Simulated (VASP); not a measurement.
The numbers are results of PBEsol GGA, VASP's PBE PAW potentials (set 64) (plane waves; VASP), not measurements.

Input for VASP

POSCAR:
```
SnO2
1
    4.6727999510     0.0000000000     0.0000000000
    0.0000000000     4.6727999510     0.0000000000
    0.0000000000     0.0000000000     3.1540668048
Sn O
2 4
Direct
  0.0000000000   0.0000000000   0.0000000000
  0.5000000000   0.5000000000   0.5000000000
  0.3063833544   0.3063833544   0.0000000000
  0.8063833544   0.1936166456   0.5000000000
  0.1936166456   0.8063833544   0.5000000000
  0.6936166456   0.6936166456   0.0000000000
```

File KPOINTS:
```
Automatic mesh
0
Gamma
5 5 7
0 0 0
```

**INCAR**
```
NELM = 100   # most electronic steps
ISIF = 4
LCHARG = .FALSE.
EDIFFG = -0.01
ENCUT = 520
LMAXMIX = 4   # l cut-off of mixed one-centre charges
NSW = 30
GGA = PS   # PBEsol
PREC = Accurate
SIGMA = 0.05   # width (eV)
EDIFF = 1E-7
LASPH = .TRUE.
LREAL = .FALSE.
IBRION = 2   # conjugate gradients
SYSTEM = SnO2
ALGO = Normal   # blocked Davidson
LWAVE = .FALSE.
ISMEAR = 0   # Gaussian
```

POTCAR, in this order: Sn_d O (PBE.64 set). Program: vasp_std.

What VASP printed:

File OSZICAR:
```
       N       E                     dE             d eps       ncg     rms          rms(c)
DAV:   1     0.648932168818E+03    0.64893E+03   -0.26315E+04  1596   0.265E+03
DAV:   2     0.521453025247E+02   -0.59679E+03   -0.57505E+03  1661   0.682E+02
DAV:   3    -0.402037661466E+02   -0.92349E+02   -0.90826E+02  1635   0.227E+02
DAV:   4    -0.449559250782E+02   -0.47522E+01   -0.47256E+01  1790   0.557E+01
DAV:   5    -0.451020576753E+02   -0.14613E+00   -0.14608E+00  1843   0.102E+01    0.155E+01
DAV:   6    -0.394658730366E+02    0.56362E+01   -0.21390E+01  2448   0.691E+01    0.608E+00
DAV:   7    -0.395303650575E+02   -0.64492E-01   -0.18488E+00  1628   0.824E+00    0.332E+00
DAV:   8    -0.394895773273E+02    0.40788E-01   -0.23336E-01  2118   0.533E+00    0.669E-01
DAV:   9    -0.394775657938E+02    0.12012E-01   -0.67190E-02  2357   0.414E+00    0.155E-01
DAV:  10    -0.394778641681E+02   -0.29837E-03   -0.41674E-03  1955   0.544E-01    0.569E-02
DAV:  11    -0.394779178786E+02   -0.53711E-04   -0.24756E-04  2019   0.114E-01    0.144E-02
DAV:  12    -0.394779207118E+02   -0.28331E-05   -0.18168E-05  2275   0.430E-02    0.115E-02
DAV:  13    -0.394779179867E+02    0.27251E-05   -0.14484E-05  2406   0.526E-02    0.255E-03
DAV:  14    -0.394779178861E+02    0.10057E-06   -0.11857E-06  2090   0.131E-02    0.109E-03
DAV:  15    -0.394779179061E+02   -0.19962E-07   -0.34844E-08  1115   0.144E-03
   1 F= -.39477918E+02 E0= -.39477918E+02  d E =-.394779E+02
       N       E                     dE             d eps       ncg     rms          rms(c)
DAV:   1    -0.395043504755E+02   -0.26433E-01   -0.53667E+00  1560   0.162E+01    0.119E+00
DAV:   2    -0.395005252592E+02    0.38252E-02   -0.25506E-01  1825   0.444E+00    0.665E-01
DAV:   3    -0.394859541658E+02    0.14571E-01   -0.16853E-02  2125   0.173E+00    0.185E-01
DAV:   4    -0.394857062576E+02    0.24791E-03   -0.70066E-03  2038   0.648E-01    0.573E-02
DAV:   5    -0.394856807136E+02    0.25544E-04   -0.69387E-04  1656   0.256E-01    0.228E-02
DAV:   6    -0.394856778119E+02    0.29017E-05   -0.68220E-05  2229   0.114E-01    0.976E-03
DAV:   7    -0.394856771219E+02    0.69004E-06   -0.77243E-06  1944   0.306E-02    0.497E-03
DAV:   8    -0.394856774083E+02   -0.28647E-06   -0.13773E-06  2100   0.924E-03    0.119E-03
DAV:   9    -0.394856774032E+02    0.51159E-08   -0.90600E-08  1040   0.385E-03
   2 F= -.39485677E+02 E0= -.39485677E+02  d E =-.775950E-02
       N       E                     dE             d eps       ncg     rms          rms(c)
DAV:   1    -0.394885322240E+02   -0.28548E-02   -0.43160E-01  1536   0.459E+00    0.337E-01
DAV:   2    -0.394882708204E+02    0.26140E-03   -0.20601E-02  1833   0.129E+00    0.188E-01
DAV:   3    -0.394871087806E+02    0.11620E-02   -0.13454E-03  2126   0.497E-01    0.514E-02
DAV:   4    -0.394870930251E+02    0.15756E-04   -0.57039E-04  1986   0.184E-01    0.158E-02
DAV:   5    -0.394870908707E+02    0.21544E-05   -0.59632E-05  1692   0.732E-02    0.611E-03
DAV:   6    -0.394870902896E+02    0.58112E-06   -0.56892E-06  2173   0.291E-02    0.212E-03
DAV:   7    -0.394870904170E+02   -0.12744E-06   -0.64574E-07  1914   0.719E-03    0.156E-03
DAV:   8    -0.394870903379E+02    0.79115E-07   -0.14922E-07  1245   0.485E-03
   3 F= -.39487090E+02 E0= -.39487090E+02  d E =-.917243E-02
       N       E                     dE             d eps       ncg     rms          rms(c)
DAV:   1    -0.394883114897E+02   -0.12211E-02   -0.10337E-01  1495   0.232E+00    0.191E-01
DAV:   2    -0.394878735717E+02    0.43792E-03   -0.22437E-03  2245   0.515E-01    0.113E-01
DAV:   3    -0.394875707787E+02    0.30279E-03   -0.29618E-04  2301   0.246E-01    0.132E-02
DAV:   4    -0.394875754978E+02   -0.47192E-05   -0.75024E-05  1671   0.643E-02    0.666E-03
DAV:   5    -0.394875756224E+02   -0.12458E-06   -0.20628E-06  1881   0.152E-02    0.305E-03
DAV:   6    -0.394875756648E+02   -0.42410E-07   -0.27883E-07  1465   0.584E-03
   4 F= -.39487576E+02 E0= -.39487576E+02  d E =-.485327E-03
       N       E                     dE             d eps       ncg     rms          rms(c)
DAV:   1    -0.394877093562E+02   -0.13373E-03   -0.12602E-02  1488   0.810E-01    0.667E-02
DAV:   2    -0.394876560407E+02    0.53316E-04   -0.27437E-04  2221   0.181E-01    0.394E-02
DAV:   3    -0.394876191765E+02    0.36864E-04   -0.35904E-05  2307   0.860E-02    0.463E-03
DAV:   4    -0.394876197889E+02   -0.61241E-06   -0.91116E-06  1693   0.223E-02    0.233E-03
DAV:   5    -0.394876198347E+02   -0.45733E-07   -0.22778E-07  1396   0.534E-03
   5 F= -.39487620E+02 E0= -.39487620E+02  d E =-.529497E-03
```

File OUTCAR:
```
------------------------ aborting loop because EDIFF is reached ----------------------------------------
  FORCE on cell =-STRESS in cart. coord.  units (eV):
  Direction    XX          YY          ZZ          XY          YZ          ZX
  --------------------------------------------------------------------------------------
  Total        5.8417248      5.8417248      5.8599459      0.0000000      0.0000000      0.0000000
  in kB      135.9021756    135.9021756    136.3260717      0.0000000      0.0000000      0.0000000
  external PRESSURE =     136.0434743 kB  Pullay stress =       0.0000000 kB
  volume of cell :       68.87
      direct lattice vectors                 reciprocal lattice vectors
     4.653404611 -0.000000000  0.000000000     0.214896422  0.000000000  0.000000000
    -0.000000000  4.653404611  0.000000000     0.000000000  0.214896422  0.000000000
     0.000000000  0.000000000  3.180413830     0.000000000  0.000000000  0.314424491
 POSITION                                       TOTAL-FORCE (eV/Angst)
 -----------------------------------------------------------------------------------
      4.65340     -0.00000      0.00000         0.000000      0.000000     -0.000000
      2.32670      2.32670      1.59021         0.000000      0.000000     -0.000000
      1.42155      1.42155      0.00000         0.001289      0.001289     -0.000000
      3.74825      0.90516      1.59021         0.001289     -0.001289     -0.000000
      0.90516      3.74825      1.59021        -0.001289      0.001289     -0.000000
      3.23186      3.23186      0.00000        -0.001289     -0.001289      0.000000
 -----------------------------------------------------------------------------------
    total drift:                                0.000000      0.000000     -0.000000
  FREE ENERGIE OF THE ION-ELECTRON SYSTEM (eV)
  ---------------------------------------------------
  free  energy   TOTEN  =       -39.4876198347 eV

  energy  without entropy=      -39.4876198347  energy(sigma->0) =      -39.48761983

 reached required accuracy - stopping structural energy minimisation
```
(Selected blocks of OUTCAR.)

File CONTCAR:
```
SnO2
   1.00000000000000
     4.6534046112252732   -0.0000000000000000    0.0000000000000000
    -0.0000000000000000    4.6534046112252732    0.0000000000000000
     0.0000000000000000    0.0000000000000000    3.1804138298997731
  Sn              O
     2     4
Direct
     1.0000000000000000    0.0000000000000000    0.0000000000000000
     0.5000000000000000    0.5000000000000000    0.5000000000000000
     0.3054850386620157    0.3054850386620157    0.0000000000000000
     0.8054850386620158    0.1945149613379843    0.5000000000000000
     0.1945149613379843    0.8054850386620158    0.5000000000000000
     0.6945149613379842    0.6945149613379842    0.0000000000000000
```

**OUTCAR**
```
 val. band max:        6.4782732018   @ k =   0.0000   0.0000   0.0000

 cond. band min:       8.0263562474   @ k =   0.0000   0.0000   0.0000


 Fermi energy:         6.7226337217

 k-point     1 :       0.0000    0.0000    0.0000
  band No.  band energies     occupation
      1     -14.6311      2.00000
      2     -13.7197      2.00000
      3     -13.4033      2.00000
      4     -13.3777      2.00000
      5     -13.3777      2.00000
      6     -13.3721      2.00000
      7     -13.2318      2.00000
      8     -13.1202      2.00000
      9     -13.0797      2.00000
     10     -13.0797      2.00000
     11     -12.5730      2.00000
     12     -10.6615      2.00000
     13     -10.6615      2.00000
     14      -8.5119      2.00000
     15      -1.8663      2.00000
     16       2.2548      2.00000
     17       2.2548      2.00000
     18       2.2567      2.00000
     19       3.1527      2.00000
     20       4.3950      2.00000
     21       4.6374      2.00000
     22       5.2125      2.00000
     23       5.2125      2.00000
     24       5.6660      2.00000
     25       5.6660      2.00000
     26       6.4783      2.00000
     27       8.0264      0.00000
     28      12.7223      0.00000
     29      12.7223      0.00000
     30      12.7543      0.00000
     31      16.9067      0.00000

 k-point     2 :       0.2000    0.0000    0.0000
  band No.  band energies     occupation
      1     -14.5615      2.00000
      2     -13.7948      2.00000
      3     -13.4249      2.00000
      4     -13.4061      2.00000
      5     -13.3742      2.00000
      6     -13.3740      2.00000
      7     -13.2197      2.00000
      8     -13.1290      2.00000
      9     -13.0841      2.00000
     10     -13.0839      2.00000
     11     -12.4686      2.00000
     12     -10.9419      2.00000
     13     -10.3720      2.00000
     14      -8.6226      2.00000
     15      -1.6055      2.00000
     16       1.6060      2.00000
     17       2.4244      2.00000
...
```

Unless said otherwise, spin-orbit coupling is left out, though it shifts the bands of the heavy elements here.

The compound is SnO2 in the rutile structure. This cell is one point of a volume scan, at 0.94 of the reference volume. Symmetry was kept, so distortions that lower it aren't found.
